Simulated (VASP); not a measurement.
Input for VASP

**INCAR**
```
SYSTEM  =  Rh
PREC  =  Accurate; ENCUT  =  520; LREAL  =  .FALSE.
LASPH  =  .TRUE.
EDIFF  =  1E-7; NELM  =  100; ALGO  =  Normal
LMAXMIX  =  4
ISMEAR  =  -5
GGA  =  PE; IVDW  =  13
ISIF  =  2
LWAVE  =  .FALSE.; LCHARG  =  .TRUE.; LORBIT  =  11
NEDOS  =  601
```

**KPOINTS**
```
Automatic mesh
0
Gamma
18 18 18
0 0 0
```

**POSCAR**
```
Rh
1
   -0.0000000000     1.8942329119     1.8942329119
    1.8942329119     0.0000000000     1.8942329119
    1.8942329119     1.8942329119     0.0000000000
Rh
1
Direct
  0.0000000000   0.0000000000   0.0000000000
```

POTCAR, in this order: Rh_pv (PBE.64 set). Program: vasp_std.

Q: Translate this PBE-D4 calculation to Ansatz.

A: One equivalent input (not run):
Ansatz 0.2 input:
```yaml
crystal:
  lattice:
    - [0.0000000, 1.8942329, 1.8942329]
    - [1.8942329, 0.0000000, 1.8942329]
    - [1.8942329, 1.8942329, 0.0000000]
  atoms:
    - { symbol: Rh, position: [0.0000000, 0.0000000, 0.0000000] }
kpoints:
  mp_grid: { grid: [18, 18, 18] }
hamiltonian:
  xc: pbe
  dispersion: d4
  pseudopotentials: { kind: paw }
scf:
  occupations: { method: tetrahedron }
  max_iter: 100
output: { forces: true, stress: true, eigenvalues: true }
```
What does not carry over: each code has its own PAW files, so the cut-off isn't converted (ENCUT is set for VASP's; basis.ecutwfc is left out, and Ansatz then takes the one that its files recommend); Ansatz stops its SCF on the density residual and VASP on the energy change (EDIFF).

The compound is Rh in the fcc structure. It was relaxed first.
